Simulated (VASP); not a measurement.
Method: PBEsol GGA, VASP's PBE PAW potentials (set 64) (plane waves; VASP).

The input files of a VASP run:

**INCAR**
```
SYSTEM = Cd4TeSe3
PREC = Accurate
ENCUT = 400
EDIFF = 1E-7
NELM = 100
ALGO = Normal
LREAL = .FALSE.
LASPH = .TRUE.
ISMEAR = 0
SIGMA = 0.05
GGA = PS
LMAXMIX = 4
LWAVE = .FALSE.
LCHARG = .FALSE.
LORBIT = 11
ICHARG = 11
```

**POSCAR**
```
Cd4TeSe3
1
    4.3801254545     0.0000000000     0.0000000000
    0.0000000000     8.7562231341     0.0000000000
    0.0000000000     0.0000000000     6.1534472113
Cd Te Se
4 1 3
Direct
  0.0000000000   0.2378064363   0.0089463702
  0.0000000000   0.7621935637   0.0089463702
  0.5000000000   0.0000000000   0.5073245367
  0.5000000000   0.5000000000   0.4744255754
  0.0000000000   0.5000000000   0.7520470155
  0.5000000000   0.2425427525   0.2502405325
  0.5000000000   0.7574572475   0.2502405325
  0.0000000000   0.0000000000   0.7478390668
```

**KPOINTS**
```
k-points along high-symmetry lines
7
Line-mode
Reciprocal
  0.000000   0.000000   0.000000 ! GAMMA
  0.500000   0.000000   0.000000 ! X

  0.500000   0.000000   0.000000 ! X
  0.500000   0.500000   0.000000 ! S

  0.500000   0.500000   0.000000 ! S
  0.000000   0.500000   0.000000 ! Y

  0.000000   0.500000   0.000000 ! Y
  0.000000   0.000000   0.000000 ! GAMMA

  0.000000   0.000000   0.000000 ! GAMMA
  0.000000   0.000000   0.500000 ! Z

  0.000000   0.000000   0.500000 ! Z
  0.500000   0.000000   0.500000 ! U

  0.500000   0.000000   0.500000 ! U
  0.500000   0.500000   0.500000 ! R

  0.500000   0.500000   0.500000 ! R
  0.000000   0.500000   0.500000 ! T

  0.000000   0.500000   0.500000 ! T
  0.000000   0.000000   0.500000 ! Z

  0.500000   0.000000   0.000000 ! X
  0.500000   0.000000   0.500000 ! U

  0.000000   0.500000   0.000000 ! Y
  0.000000   0.500000   0.500000 ! T

  0.500000   0.500000   0.000000 ! S
  0.500000   0.500000   0.500000 ! R
```

POTCAR, in this order: Cd Te Se (PBE.64 set). Program: vasp_std. Read from the step before: CHGCAR.

Output of the run:

### OUTCAR
```
 ion  position               nearest neighbor table
   1  0.000  0.238  0.009-   8 2.63   6 2.65   6 2.65   5 2.79
   2  0.000  0.762  0.009-   8 2.63   7 2.65   7 2.65   5 2.79
   3  0.500  0.000  0.507-   8 2.64   8 2.64   6 2.65   7 2.65
   4  0.500  0.500  0.474-   6 2.64   7 2.64   5 2.78   5 2.78
   5  0.000  0.500  0.752-   4 2.78   4 2.78   1 2.79   2 2.79
   6  0.500  0.243  0.250-   4 2.64   1 2.65   1 2.65   3 2.65
   7  0.500  0.757  0.250-   4 2.64   2 2.65   2 2.65   3 2.65
   8  0.000  0.000  0.748-   1 2.63   2 2.63   3 2.64   3 2.64
  LATTYP: Found a simple orthorhombic cell.
 ALAT       =     4.3801254545
 B/A-ratio  =     1.4048563849
 C/A-ratio  =     1.9990804430
 Subroutine PRICEL returns:
 Original cell was already a primitive cell.
 Subroutine GETGRP returns: Found  4 space group operations
The static configuration has the point symmetry C_2v.
The dynamic configuration has the point symmetry C_2v.
 Subroutine INISYM returns: Found  4 space group operations
   k-points           NKPTS =     84   k-points in BZ     NKDIM =     84   number of bands    NBANDS=     43
   number of dos      NEDOS =    301   number of ions     NIONS =      8
   total plane-waves  NPLWV =  72000
   dimension x,y,z NGX =    30 NGY =   60 NGZ =   40
   dimension x,y,z NGXF=    60 NGYF=  120 NGZF=   80
   ions per type =               4   1   3
   PREC   = accura    normal or accurate (medium, high low for compatibility)
   ISTART =      0    job   : 0-new  1-cont  2-samecut
   ICHARG =     11    charge: 1-file 2-atom 10-const
   ISPIN  =      1    spin polarized calculation?
   LNONCOLLINEAR =      F non collinear calculations
   LSORBIT =      F    spin-orbit coupling
   INIWAV =      1    electr: 0-lowe 1-rand  2-diag
   ENCUT  =  400.0 eV  29.40 Ry    5.42 a.u.   7.14 14.28 10.03*2*pi/ulx,y,z
   NELM   =    100;   NELMIN=  2; NELMDL= -5     # of ELM steps
   EDIFF  = 0.1E-06   stopping-criterion for ELM
   LREAL  =      F    real-space projection
   NLSPLINE    = F    spline interpolate recip. space projectors
   LMAXMIX     =    4 max onsite mixed and CHGCAR
   VOSKOWN=      0    Vosko Wilk Nusair interpolation
   EDIFFG = 0.1E-05   stopping-criterion for IOM
...
```

File OSZICAR:
```
       N       E                     dE             d eps       ncg     rms          rms(c)
DAV:   1     0.428510389504E+03    0.42851E+03   -0.29712E+04  7224   0.122E+03
DAV:   2     0.123554849418E+01   -0.42727E+03   -0.41992E+03  8133   0.329E+02
DAV:   3    -0.230949950373E+02   -0.24331E+02   -0.24194E+02  8399   0.777E+01
DAV:   4    -0.233837103889E+02   -0.28872E+00   -0.28840E+00  8799   0.773E+00
DAV:   5    -0.233863830269E+02   -0.26726E-02   -0.26721E-02  8382   0.669E-01
DAV:   6    -0.233864393708E+02   -0.56344E-04   -0.56339E-04  8909   0.915E-02
DAV:   7    -0.233864408628E+02   -0.14921E-05   -0.14920E-05  8380   0.132E-02
DAV:   8    -0.233864409144E+02   -0.51525E-07   -0.51572E-07  6871   0.230E-03
   1 F= -.23386441E+02 E0= -.23386441E+02  d E =-.394178E-07
```

### OUTCAR
```
 val. band max:        1.3784222610   @ k =   0.0000   0.0000   0.0000

 cond. band min:       1.7108620277   @ k =   0.0000   0.0000   0.0000



 k-point     1 :       0.0000    0.0000    0.0000
  band No.  band energies     occupation
      1     -11.3873      2.00000
      2     -11.0921      2.00000
      3     -11.0327      2.00000
      4      -9.3931      2.00000
      5      -6.7845      2.00000
      6      -6.7776      2.00000
      7      -6.7775      2.00000
      8      -6.6772      2.00000
      9      -6.6710      2.00000
     10      -6.6531      2.00000
     11      -6.6484      2.00000
     12      -6.5927      2.00000
     13      -6.5393      2.00000
     14      -6.5375      2.00000
     15      -6.4440      2.00000
     16      -6.4407      2.00000
     17      -6.4404      2.00000
     18      -6.4337      2.00000
     19      -6.4307      2.00000
     20      -6.4278      2.00000
     21      -6.3744      2.00000
     22      -6.2181      2.00000
     23      -6.2119      2.00000
     24      -6.0291      2.00000
     25      -2.9445      2.00000
     26      -2.4690      2.00000
     27      -2.4406      2.00000
     28      -0.8885      2.00000
     29      -0.8778      2.00000
     30      -0.7379      2.00000
     31      -0.6798      2.00000
     32       0.2291      2.00000
     33       0.5451      2.00000
     34       1.2244      2.00000
     35       1.2398      2.00000
     36       1.3784      2.00000
     37       1.7109      0.00000
     38       3.9925      0.00000
     39       4.5475      0.00000
     40       4.6169      0.00000
     41       5.0300      0.00000
     42       6.4793      0.00000
     43       6.7142      0.00000

 k-point     2 :       0.0833    0.0000    0.0000
  band No.  band energies     occupation
      1     -11.3731      2.00000
      2     -11.0845      2.00000
      3     -11.0305      2.00000
      4      -9.3830      2.00000
      5      -6.7738      2.00000
      6      -6.7732      2.00000
...
```

The density is held fixed in this step, so its total energy and stress have no physical meaning. Unless said otherwise, spin-orbit coupling is left out, though it shifts the bands of the heavy elements here.

The structure comes from a computed database's Cd4TeSe3 entry (Pmm2); how it stands against other phases isn't given here. It was relaxed first, which changed the volume by -6 %.
